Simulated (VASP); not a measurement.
Calculation: r2SCAN meta-GGA, VASP's PBE PAW potentials (set 64) (plane waves; VASP).

VASP input:

POSCAR:
```
Pt
1
    0.0000000000     1.9710932314     1.9710932314
    1.9710932314    -0.0000000000     1.9710932314
    1.9710932314     1.9710932314    -0.0000000000
Pt
1
Direct
  0.0000000000   0.0000000000   0.0000000000
```

**KPOINTS**
```
kpoints
0
G
 14 14 14
```

### INCAR
```
! general
SYSTEM =Pt
PREC   =Accurate
ENCUT  =480
LREAL  =.FALSE.
LASPH  =.TRUE.

! electronic loop
EDIFF  =1E-7   ! SCF stop (eV)
NELM   =100   ! most electronic steps
ALGO   =Normal
LMAXMIX=6   ! l cut-off of mixed one-centre charges
LMIXTAU=.TRUE.

! smearing
ISMEAR =1   ! Methfessel-Paxton
SIGMA  =0.1   ! width (eV)

! functional
METAGGA=R2SCAN

! ions
ISIF   =2   ! forces and stress, cell fixed

! output
LWAVE  =.FALSE.
LCHARG =.FALSE.
```

POTCAR, in this order: Pt (PBE.64 set). Program: vasp_std.

The run wrote:

File OUTCAR:
```
 ion  position               nearest neighbor table
   1  0.000  0.000  0.000-
  LATTYP: Found a face centered cubic cell.
 ALAT       =     3.9421864628
 Subroutine PRICEL returns:
 Original cell was already a primitive cell.
 Subroutine GETGRP returns: Found 48 space group operations
The static configuration has the point symmetry O_h .
The dynamic configuration has the point symmetry O_h .
 Subroutine INISYM returns: Found 48 space group operations
 Subroutine IBZKPT returns following result:
 Found    104 irreducible k-points:

 Following reciprocal coordinates:
            Coordinates               Weight
  0.000000  0.000000  0.000000      1.000000
  0.071429  0.000000  0.000000      8.000000
  0.142857  0.000000  0.000000      8.000000
  0.214286  0.000000  0.000000      8.000000
  0.285714  0.000000  0.000000      8.000000
  0.357143  0.000000  0.000000      8.000000
  0.428571  0.000000  0.000000      8.000000
  0.500000  0.000000  0.000000      4.000000
  0.071429  0.071429  0.000000      6.000000
  0.142857  0.071429  0.000000     24.000000
...
```

### OSZICAR
```
       N       E                     dE             d eps       ncg     rms          rms(c)
DAV:   1    -0.139918591302E+02   -0.13992E+02   -0.54114E+03  2016   0.995E+02
DAV:   2    -0.543846098511E+02   -0.40393E+02   -0.37901E+02  1965   0.184E+02
DAV:   3    -0.547938074716E+02   -0.40920E+00   -0.40500E+00  2223   0.182E+01
DAV:   4    -0.547953561997E+02   -0.15487E-02   -0.15487E-02  2148   0.119E+00
DAV:   5    -0.547953687462E+02   -0.12547E-04   -0.12546E-04  2164   0.930E-02    0.127E+01
DAV:   6    -0.510715700151E+02    0.37238E+01   -0.37037E+00  1921   0.165E+01    0.613E+00
DAV:   7    -0.513852659577E+02   -0.31370E+00   -0.56546E-01  1880   0.436E+00    0.438E+00
DAV:   8    -0.514707207715E+02   -0.85455E-01   -0.30242E-01  1928   0.359E+00    0.933E-01
DAV:   9    -0.515057279982E+02   -0.35007E-01   -0.37956E-02  1941   0.138E+00    0.217E-01
DAV:  10    -0.515085536773E+02   -0.28257E-02   -0.49452E-03  1964   0.497E-01    0.887E-02
DAV:  11    -0.515084454906E+02    0.10819E-03   -0.28435E-04  1967   0.170E-01    0.924E-02
DAV:  12    -0.515091203394E+02   -0.67485E-03   -0.37360E-04  1901   0.125E-01    0.326E-03
DAV:  13    -0.515091210908E+02   -0.75134E-06   -0.11971E-05  1960   0.327E-02    0.568E-03
DAV:  14    -0.515091220506E+02   -0.95985E-06   -0.12570E-06  2001   0.105E-02    0.189E-03
DAV:  15    -0.515091242029E+02   -0.21523E-05   -0.20461E-06  1901   0.107E-02    0.786E-04
DAV:  16    -0.515091244776E+02   -0.27472E-06   -0.81402E-08  1645   0.278E-03    0.302E-04
DAV:  17    -0.515091244687E+02    0.89240E-08   -0.16073E-09   967   0.374E-04
   1 F= -.51509124E+02 E0= -.51509144E+02  d E =0.589577E-04
```

File OUTCAR:
```
------------------------ aborting loop because EDIFF is reached ----------------------------------------
  FORCE on cell =-STRESS in cart. coord.  units (eV):
  Direction    XX          YY          ZZ          XY          YZ          ZX
  --------------------------------------------------------------------------------------
  Total        0.0026772      0.0026772      0.0026772      0.0000000      0.0000000     -0.0000000
  in kB        0.2800507      0.2800507      0.2800507      0.0000000      0.0000000     -0.0000000
  external PRESSURE =       0.2800507 kB  Pullay stress =       0.0000000 kB
  volume of cell :       15.32
      direct lattice vectors                 reciprocal lattice vectors
     0.000000000  1.971093231  1.971093231    -0.253666337  0.253666337  0.253666337
     1.971093231  0.000000000  1.971093231     0.253666337 -0.253666337  0.253666337
     1.971093231  1.971093231  0.000000000     0.253666337  0.253666337 -0.253666337
 POSITION                                       TOTAL-FORCE (eV/Angst)
 -----------------------------------------------------------------------------------
      0.00000      0.00000      0.00000         0.000000      0.000000      0.000000
 -----------------------------------------------------------------------------------
    total drift:                                0.000000      0.000000      0.000000
  FREE ENERGIE OF THE ION-ELECTRON SYSTEM (eV)
  ---------------------------------------------------
  free  energy   TOTEN  =       -51.5091244687 eV

  energy  without entropy=      -51.5091834264  energy(sigma->0) =      -51.50914412
```
(Selected blocks of OUTCAR.)

The compound is Pt in the fcc structure. It was relaxed first.
